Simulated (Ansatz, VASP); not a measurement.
# Cross-check of Al7Ga11N18 between VASP and Ansatz

One calculation is typed for both programs; each brings its own data sets. How far apart do they land? The structure shown is frame 126 of Ansatz's trajectory.

Calculated with Ansatz 0.2.0; plane waves, with VASP 6.6.1 beside it; single point at revPBE.

### 1. Set-up

The cell holds 72 atoms: 22 Ga, 36 N and 14 Al. Its edges and angles: a = 9.477 Å, b = 9.477 Å, c = 10.212 Å, α = 90.0°, β = 90.0°, γ = 120.0°. It derives from AlN (wurtzite), repeated 3×3×2. Wurtzite AlN, 3 x 3 x 2 conventional cells, 22 of 36 Al sites given to Ga at random (x = 0.611), lattice by Vegard's rule (a = 3.159 A, c = 5.106 A); (so at first; earlier steps may have moved the atoms), displaced by a Gaussian of 0.02 A.

Structure file:

```xyz
72
Lattice="9.4773 0.0000 0.0000 -4.7386 8.2076 0.0000 0.0000 0.0000 10.2122" Properties=species:S:1:pos:R:3 pbc="T T T"
Ga    4.7395    8.1812   10.2109
Ga   -4.7115    8.2048    5.0488
Ga   -1.5400    2.7136    0.0327
Ga   -1.5253    4.6200    2.5974
Ga   -1.5742    2.7478    5.1092
Ga    6.3083    5.4885    0.0659
Ga   -3.1153    5.4721    5.1518
Ga   -3.1575    7.2861    7.6173
Ga    3.1459    0.0761    5.0889
Ga    1.6022    2.7142    5.0752
Ga    1.5611    4.5000    7.6471
Ga   -0.0003    5.4624   10.1830
Ga   -0.0635    7.2769    2.5401
Ga    0.0238    7.2818    7.5842
Ga    6.3164    0.0080   10.2047
Ga    6.3504    1.8256    2.5461
Ga    6.3345    0.0244    5.1171
Ga    6.2293    1.8099    7.6449
Ga    4.6920    2.7200    5.0642
Ga    3.1340    5.4331   10.1851
Ga    3.1508    7.2549    2.5850
Ga    3.1213    7.3676    7.6265
N     0.0332    1.8030    0.6634
N     0.0282    0.0782    3.1341
N    -0.0149    1.8045    5.8375
N     9.3983    0.0032    8.3170
N    -1.5453    4.6001    0.6246
N    -1.5126    2.7040    3.1706
N    -1.4806    4.6642    5.7701
N    -1.5113    2.7770    8.2245
N    -3.1329    7.3262    0.6593
N    -3.1844    5.5648    3.1010
N    -3.1156    7.3150    5.6323
N     6.3307    5.3982    8.2263
N     3.1525    1.8344    0.6122
N     3.1188    0.0970    3.1351
N     3.2136    1.8432    5.9313
N    -1.5703    8.1493    8.3223
N     1.5227    4.5232    0.7156
N     1.6042    2.6794    3.1183
N     1.5679    4.6411    5.6735
N     1.5634    2.5939    8.3344
N    -0.0259    7.3033    0.5899
N     0.0607    5.4762    3.3422
N     0.0033    7.2138    5.7245
N    -0.0832    5.4716    8.2620
N     6.2985    1.8194    0.5886
N     6.2800    0.0729    3.1717
N     6.3229    1.8155    5.6622
N     1.4799    8.1361    8.2480
N     4.7396    4.5180    0.6985
N     4.8018    2.8554    3.1255
N     4.7313    4.6174    5.7821
N     4.6270    2.7247    8.3254
N     3.0547    7.2331    0.5674
N     3.2635    5.4560    3.2313
N     3.2115    7.2795    5.7475
N     3.1399    5.4774    8.2269
Al    0.0491    1.9013    2.4725
Al    0.0068    1.8346    7.6722
Al   -1.6076    4.5521    7.6411
Al   -3.1410    7.3739    2.5010
Al    3.1280    0.0569    0.0349
Al    3.1970    1.9133    2.5474
Al    3.0977    1.7666    7.7399
Al    1.5537    2.7804    0.0131
Al    1.5959    4.5800    2.6342
Al    0.0706    5.4314    5.1469
Al    4.6759    2.7684    0.0130
Al    4.7508    4.6178    2.5804
Al    4.7534    4.5554    7.6809
Al    3.1835    5.4837    5.1961
```

### 2. Ansatz: dynamics, revPBE

Ansatz runs on its default PAW (the set named soft_2) files.

One frame of this run of dynamics is then solved in both programs, so the motion causes no difference.

Input file input.yaml:

```yaml
crystal:
  lattice:
    - [9.4773, 0.0, 0.0]
    - [-4.73865, 8.20758, 0.0]
    - [0.0, 0.0, 10.2122]
  atoms:
    - { symbol: Ga, position: [0.00175, 0.0021, 0.00106] }
    - { symbol: "N", position: [0.11097, 0.22509, 0.06092] }
    - { symbol: Al, position: [0.11106, 0.22216, 0.24813] }
    - { symbol: "N", position: [0.99677, 0.00157, 0.3094] }
    - { symbol: Ga, position: [0.00144, 0.0016, 0.49913] }
    - { symbol: "N", position: [0.1095, 0.22444, 0.56094] }
    - { symbol: Al, position: [0.11062, 0.22396, 0.74725] }
    - { symbol: "N", position: [0.00298, 0.00471, 0.8096] }
    - { symbol: Ga, position: [0.99935, 0.33637, 0.00044] }
    - { symbol: "N", position: [0.1048, 0.55229, 0.06073] }
    - { symbol: Ga, position: [0.10873, 0.55464, 0.24851] }
    - { symbol: "N", position: [0.99881, 0.33456, 0.31128] }
    - { symbol: Ga, position: [0.00175, 0.33775, 0.49647] }
    - { symbol: "N", position: [0.11028, 0.55478, 0.56166] }
    - { symbol: Al, position: [0.10681, 0.55213, 0.74993] }
    - { symbol: "N", position: [0.99953, 0.33497, 0.80983] }
    - { symbol: Ga, position: [0.99628, 0.66498, 0.99736] }
    - { symbol: "N", position: [0.11083, 0.88759, 0.05884] }
    - { symbol: Al, position: [0.10931, 0.88932, 0.25379] }
    - { symbol: "N", position: [0.9968, 0.66459, 0.30988] }
    - { symbol: Ga, position: [0.99401, 0.66392, 0.50257] }
    - { symbol: "N", position: [0.11147, 0.88868, 0.56272] }
    - { symbol: Ga, position: [0.1145, 0.89011, 0.74908] }
    - { symbol: "N", position: [0.00173, 0.67032, 0.80769] }
    - { symbol: Al, position: [0.3372, 0.00105, 0.00055] }
    - { symbol: "N", position: [0.44713, 0.22273, 0.05995] }
    - { symbol: Al, position: [0.44668, 0.22704, 0.24819] }
    - { symbol: "N", position: [0.33067, 0.99882, 0.31235] }
    - { symbol: Ga, position: [0.33366, 0.99806, 0.50205] }
    - { symbol: "N", position: [0.44485, 0.21936, 0.55865] }
    - { symbol: Al, position: [0.4453, 0.22201, 0.74904] }
    - { symbol: "N", position: [0.33177, 2.0e-05, 0.81258] }
    - { symbol: Al, position: [0.33672, 0.33259, 0.9994] }
    - { symbol: "N", position: [0.44571, 0.55825, 0.06191] }
    - { symbol: Al, position: [0.44396, 0.55233, 0.24909] }
    - { symbol: "N", position: [0.33442, 0.33682, 0.31347] }
    - { symbol: Ga, position: [0.33646, 0.3356, 0.50215] }
    - { symbol: "N", position: [0.44978, 0.56217, 0.56019] }
    - { symbol: Ga, position: [0.45066, 0.55956, 0.75187] }
    - { symbol: "N", position: [0.33564, 0.3357, 0.80752] }
    - { symbol: Ga, position: [0.32956, 0.66641, 0.99886] }
    - { symbol: "N", position: [0.4443, 0.88882, 0.06543] }
    - { symbol: Ga, position: [0.44166, 0.88616, 0.25007] }
    - { symbol: "N", position: [0.33177, 0.66652, 0.31003] }
    - { symbol: Al, position: [0.33231, 0.66557, 0.50026] }
    - { symbol: "N", position: [0.4409, 0.88823, 0.56207] }
    - { symbol: Ga, position: [0.4465, 0.89163, 0.74881] }
    - { symbol: "N", position: [0.33695, 0.66969, 0.80977] }
    - { symbol: Ga, position: [0.6704, 0.00342, 0.00179] }
    - { symbol: "N", position: [0.78068, 0.22516, 0.05738] }
    - { symbol: Ga, position: [0.77936, 0.22243, 0.24835] }
    - { symbol: "N", position: [0.66831, 0.99815, 0.31239] }
    - { symbol: Ga, position: [0.66786, 0.00379, 0.50262] }
    - { symbol: "N", position: [0.77528, 0.22582, 0.56312] }
    - { symbol: Ga, position: [0.78243, 0.22056, 0.75349] }
    - { symbol: "N", position: [0.66852, 0.0035, 0.81074] }
    - { symbol: Al, position: [0.66573, 0.33303, 0.99826] }
    - { symbol: "N", position: [0.77682, 0.55571, 0.06286] }
    - { symbol: Al, position: [0.77487, 0.55349, 0.24914] }
    - { symbol: "N", position: [0.66769, 0.3326, 0.30927] }
    - { symbol: Ga, position: [0.66504, 0.33264, 0.49684] }
    - { symbol: "N", position: [0.7795, 0.55818, 0.56137] }
    - { symbol: Al, position: [0.77555, 0.55488, 0.74887] }
    - { symbol: "N", position: [0.66476, 0.33156, 0.812] }
    - { symbol: Ga, position: [0.66553, 0.66649, 0.00158] }
    - { symbol: "N", position: [0.78171, 0.89612, 0.06031] }
    - { symbol: Ga, position: [0.77633, 0.88646, 0.24942] }
    - { symbol: "N", position: [0.66814, 0.66565, 0.31033] }
    - { symbol: Al, position: [0.66676, 0.66092, 0.50285] }
    - { symbol: "N", position: [0.78006, 0.88809, 0.55681] }
    - { symbol: Ga, position: [0.77718, 0.88965, 0.74875] }
    - { symbol: "N", position: [0.66422, 0.66569, 0.81059] }
kpoints:
  mp_grid: { grid: [1, 1, 1] }
hamiltonian:
  xc: revpbe
scf:
  occupations: { method: fermi_dirac, width: 0.025 }
output:
  forces: true
md:
  timestep: 1.0
  n_steps: 378
  ensemble: nvt_nose_hoover
  temperature: 300
  initial_velocities: maxwell_boltzmann
  seed: 4249
```

The run is started by

```
$ ansatz run input.yaml --threads 4 --pin off --max-ram 8192MiB --backend cpu --events-out ev --progress --plain --runs-dir out
```

Numbers of over 12 decimals in the logs are rounded to 6 here.

Log:

```text
Warning: md: disabling space-group detection — thermal motion breaks the input geometry's symmetry, so no spatial operation reduces the k-mesh or symmetrises the density; time reversal is kept, so that k and −k are solved as one point where they differ and the mesh holds both, and exact exchange and, on two spinor components, a DFT+U term hold to it where the run has them: on two components no moment then forms, and  [...]
Engine: ansatz 0.2.0, aarch64-unknown-linux-gnu
Pseudopotentials: kind: paw
Pseudopotential: Ga, paw, valence charge 13, recommended cutoff 420 eV (normal), Ga.paw.azcp
Pseudopotential: N, paw, valence charge 5, recommended cutoff 420 eV (normal), N.paw.azcp
Pseudopotential: Al, paw, valence charge 3, recommended cutoff 420 eV (normal), Al.paw.azcp
Functional definition: revPBE
  parameter kappa = 1.245
  parameter beta = 0.066725
  exchange = pbe_x(kappa = kappa, mu = beta*pi^2/3)
  correlation = pbe_c(beta = beta)
Crystal: 72 atoms, lattice volume = 794.363 Å³
Basis set: ecut = 420 eV, 15467 PW (Γ), exchange–correlation on 128×128×144 points (8 copies of the dense FFT grid, shifted against one another)
Bands: 326, of which v1, the nominal top of the filled ones, is band 254 counted from 1 (253 counted from 0)
Symmetry: 1 space group operations
k-points: 1
Non-local potential: Ga, projectors of the file, l = 0: 2, l = 1: 2, l = 2: 3, l = 3: 1
Non-local potential: N, projectors of the file, l = 0: 2, l = 1: 2, l = 2: 1
Non-local potential: Al, projectors of the file, l = 0: 2, l = 1: 2, l = 2: 1
PAW form: soft (Blöchl's): semilocal exchange-correlation on the pseudo side does not see the compensation charge
PAW frozen core: Ga, regenerated for the run's functional, and the local potential with it (the file was generated under x = pbe(κ = 0.804, μ = 0.219515), c = pbe(β = 0.066725))
PAW frozen core: N, regenerated for the run's functional, and the local potential with it (the file was generated under x = pbe(κ = 0.804, μ = 0.219515), c = pbe(β = 0.066725))
PAW frozen core: Al, regenerated for the run's functional, and the local potential with it (the file was generated under x = pbe(κ = 0.804, μ = 0.219515), c = pbe(β = 0.066725))
PAW one-centre angular grid: Ga, 590 points (default); XC on 64 Gauss nodes
PAW one-centre angular grid: N, 110 points (default); XC on 64 Gauss nodes
PAW one-centre angular grid: Al, 110 points (default); XC on 64 Gauss nodes
Initial density: superposition of atomic densities (neutral atoms: chi_scale 0, normalization atom), corrected by the library's trained network
Initial wavefunctions: pseudopotential atomic-orbital guess
Functional: x = revpbe(κ = 1.245, μ = 0.219515), c = pbe(β = 0.066725)
SCF iter   1: F=—  HF=-104781.140623 eV  |F-HF|=—  |Δ(HF+E_count)|=         —  Δρ=6.42e-3  dr2=3.28e-1  ethr=1.77e-3  ⟨swp⟩=6.0  Hψ=1265  notcnv=0  defer=2
preconditioner: auto → Resta (q_TF=auto, 2.532 Å⁻¹)  ε∞=4.5  [insulator: Δε(μ)=2.732 eV  Ē_g=15.940 eV  σ=0.025 eV  W_gap=1.00  n_scr=212 (ndim 8)  ℏωp=29.7 eV  f_vac=0.000  D(μ)=0.00/eV (n_scr^D=0)  ε∞_Penn≈4.5]
SCF iter   2: F=—  HF=-104781.067151 eV  |F-HF|=—  |Δ(HF+E_count)|=   7.35e-2  Δρ=2.76e-3  dr2=3.91e-2  ethr=6.46e-5  ⟨swp⟩=2.0  Hψ=625  notcnv=0  defer=66
SCF iter   3: F=—  HF=-104781.068508 eV  |F-HF|=—  |Δ(HF+E_count)|=   1.36e-3  Δρ=1.26e-3  dr2=9.06e-3  ethr=7.71e-6  ⟨swp⟩=2.0  Hψ=508  notcnv=0  defer=66
SCF iter   4: F=—  HF=-104781.071202 eV  |F-HF|=—  |Δ(HF+E_count)|=   2.69e-3  Δρ=3.21e-4  dr2=6.67e-4  ethr=1.78e-6  ⟨swp⟩=2.0  Hψ=475  notcnv=0  defer=66
SCF iter   5: F=—  HF=-104781.071111 eV  |F-HF|=—  |Δ(HF+E_count)|=   9.12e-5  Δρ=1.37e-4  dr2=1.27e-4  ethr=1.31e-7  ⟨swp⟩=2.0  Hψ=513  notcnv=0  defer=66
SCF iter   6: F=—  HF=-104781.071278 eV  |F-HF|=—  |Δ(HF+E_count)|=   1.67e-4  Δρ=4.56e-5  dr2=1.63e-5  ethr=2.51e-8  ⟨swp⟩=2.0  Hψ=514  notcnv=0  defer=66
SCF iter   7: F=—  HF=-104781.069791 eV  |F-HF|=—  |Δ(HF+E_count)|=   1.49e-3  Δρ=1.72e-5  dr2=2.44e-6  ethr=3.20e-9  ⟨swp⟩=2.0  Hψ=514  notcnv=0  defer=66
SCF iter   8: F=—  HF=-104781.069793 eV  |F-HF|=—  |Δ(HF+E_count)|=   1.45e-6  Δρ=4.78e-6  dr2=1.93e-7  ethr=4.81e-10  ⟨swp⟩=2.0  Hψ=580  notcnv=0  defer=66
SCF iter   9: F=—  HF=-104781.069793 eV  |F-HF|=—  |Δ(HF+E_count)|=   1.47e-7  Δρ=3.20e-6  dr2=7.96e-8  ethr=1.42e-11  ⟨swp⟩=4.0  Hψ=946  notcnv=0
SCF iter  10: F=-104781.069793 eV  HF=-104781.069793 eV  |F-HF|=1.28e-9  |Δ(HF+E_count)|=   1.18e-8  Δρ=5.60e-7  dr2=1.61e-9  ethr=1.42e-11  ⟨swp⟩=3.0  Hψ=838  notcnv=0
[...]
automatic band count: iteration 1 solves 294 bands in place of 326: the levels show a gap, and the empty bands left out lie too high to hold charge; the band table lists the bands solved (type scf.n_extra_bands for more)
md step   366: t =   366.00 fs  T =   315.8 K  F+E_penalty+E_count = -104780.07493364 eV  E_kin = 2.898620 eV  conserved = -104778.31466736 eV  (3 SCF iters)
[...]
md step   367: t =   367.00 fs  T =   317.2 K  F+E_penalty+E_count = -104780.08618388 eV  E_kin = 2.911515 eV  conserved = -104778.31466660 eV  (2 SCF iters)
[...]
md step   368: t =   368.00 fs  T =   318.9 K  F+E_penalty+E_count = -104780.09975267 eV  E_kin = 2.926689 eV  conserved = -104778.31468785 eV  (3 SCF iters)
[...]
md step   369: t =   369.00 fs  T =   320.8 K  F+E_penalty+E_count = -104780.11530832 eV  E_kin = 2.943807 eV  conserved = -104778.31473366 eV  (2 SCF iters)
md step   370: t =   370.00 fs  T =   322.8 K  F+E_penalty+E_count = -104780.13218389 eV  E_kin = 2.962201 eV  conserved = -104778.31480075 eV  (7 SCF iters)
md step   371: t =   371.00 fs  T =   324.8 K  F+E_penalty+E_count = -104780.14939309 eV  E_kin = 2.980887 eV  conserved = -104778.31488355 eV  (3 SCF iters)
md step   372: t =   372.00 fs  T =   326.7 K  F+E_penalty+E_count = -104780.16567308 eV  E_kin = 2.998599 eV  conserved = -104778.31498043 eV  (3 SCF iters)
md step   373: t =   373.00 fs  T =   328.4 K  F+E_penalty+E_count = -104780.17955518 eV  E_kin = 3.013869 eV  conserved = -104778.31508526 eV  (3 SCF iters)
md step   374: t =   374.00 fs  T =   329.6 K  F+E_penalty+E_count = -104780.18947318 eV  E_kin = 3.025136 eV  conserved = -104778.31518793 eV  (3 SCF iters)
md step   375: t =   375.00 fs  T =   330.3 K  F+E_penalty+E_count = -104780.19391162 eV  E_kin = 3.030890 eV  conserved = -104778.31527594 eV  (3 SCF iters)
md step   376: t =   376.00 fs  T =   330.1 K  F+E_penalty+E_count = -104780.19159042 eV  E_kin = 3.029863 eV  conserved = -104778.31533485 eV  (3 SCF iters)
md step   377: t =   377.00 fs  T =   329.2 K  F+E_penalty+E_count = -104780.18166867 eV  E_kin = 3.021222 eV  conserved = -104778.31535208 eV  (3 SCF iters)
[...]
md step   378: t =   378.00 fs  T =   327.4 K  F+E_penalty+E_count = -104780.16394129 eV  E_kin = 3.004770 eV  conserved = -104778.31531868 eV  (7 SCF iters)
SCF converged after 7 iterations
Free energy (F): -104780.163941 eV
Harris-Foulkes:  -104780.163941 eV  (|F-HF|=1.09e-9)
Internal energy: -104780.163941 eV  (E = F + TS)
E sigma→0 (E₀):  -104780.163941 eV
Fermi energy:    10.263131 eV
--- Per-component energies (eV) ---
  E_band       = 14.484188
  E_kinetic    = 7696.041649
  E_local      = -53539.981150  (includes V_loc(G=0)·N_el)
  E_nonlocal   = 11191.643263
  E_hartree    = 24530.520312
  E_xc         = -4267.390728
  E_vxc        = -4463.290882  (∫ρ·V_xc dr)
  E_paw        = -55137.818810  (= ΣΔE_a)
  E_vpaw       = -9930.973292  (= ΣTr[D̂ρ^β])
  E_aug_tail   = 0.001714  (compensation charges beyond the density's cutoff)
  E_ewald      = -35250.514422
  E_core_change = -2.665770  (= ΣΔE_core)
  E_smearing   = -0.000000  (= −TS)
  E_closure    = 0.000000  (closes the sum)
  Σ components = -104780.163941   (vs F -104780.163941, Δ=0.00e0)
--- Forces (eV/Å), atoms counted from 1 ---
  atom   1  Ga    -0.04537354    -0.26802009     0.62442434
  atom   2  N     -0.05698580    -0.46969070     0.88465897
  atom   3  Al     2.50859317     0.55336005    -1.33620777
  atom   4  N     -0.50369990    -0.78859991     0.33182323
  atom   5  Ga     0.06032552    -0.21058011     0.36897954
  atom   6  N     -0.26142187    -0.69330315    -0.20096585
  atom   7  Al     0.89693126     0.59411408     0.44047424
  atom   8  N      0.11650176    -0.56436194     0.35482845
  atom   9  Ga    -0.28983573     1.49583573    -1.24491747
  atom  10  N      0.37793336    -0.85785448     1.39682901
  atom  11  Ga     0.53608444     0.50943205    -0.86998019
  atom  12  N     -1.23431366     0.51229034    -0.25813581
  atom  13  Ga    -0.35677733     1.31188956     0.03725813
  atom  14  N     -0.67745647    -0.23401417     0.01652348
  atom  15  Al    -1.37371840    -0.31839026    -0.56895540
  atom  16  N      0.12129265    -0.41621742     0.91556552
  atom  17  Ga     0.08962002    -0.73748563     0.91743896
  atom  18  N     -0.55408958     0.99504744     0.08218220
  atom  19  Al     0.49920393     1.40301107    -0.87262605
  atom  20  N     -0.31139183    -1.34594314    -0.11518694
  atom  21  Ga     0.63848961    -0.25726795     0.68819112
  atom  22  N      0.19629924     0.11965965     0.53611807
  atom  23  Ga    -0.06977424     0.21589879    -0.94030962
  atom  24  N      0.58911614     0.02687476    -0.60517480
[...]
atom  65  Ga    -0.60687379     0.25142466     0.97474991
  atom  66  N     -0.75814543    -0.83339960     0.24803554
  atom  67  Ga     0.49759059    -0.01055807     0.08821392
  atom  68  N      0.71794949     2.28758102     0.77726819
  atom  69  Al    -0.11863155     0.43601819    -1.00869764
  atom  70  N     -0.64166875    -0.05954465    -0.77673955
  atom  71  Ga     0.29089008     0.63682114     0.36230311
  atom  72  N     -1.17614580     0.75799474     0.02628647
  max |Σ_I F_I| component: 6.04e-5 eV/Å
--- MD trajectory: 378 steps, t = 0.0 → 378.0 fs ---
  final state: T = 327.4 K   F+E_penalty+E_count = -104780.16394129 eV   E_kin = 3.004770 eV
  conserved energy: peak-to-peak 4.190e-3 eV (5.819e-5 eV/atom) over 378.0 fs
```

(Part 1 of 2 ends here.)

[Lines on the potential files, build, host, timing and source positions are cut from VASP's logs without a mark.]

[Logs are printed without paths, hosts, clocks, repeated set-up lines and the standing remarks that a program may print on its own settings, such as how far it seeks lower states.]

[Hosts, paths, dates, database ids (printed as entryN), source tags and the programs' standing remarks are cut or masked in the printed files.]
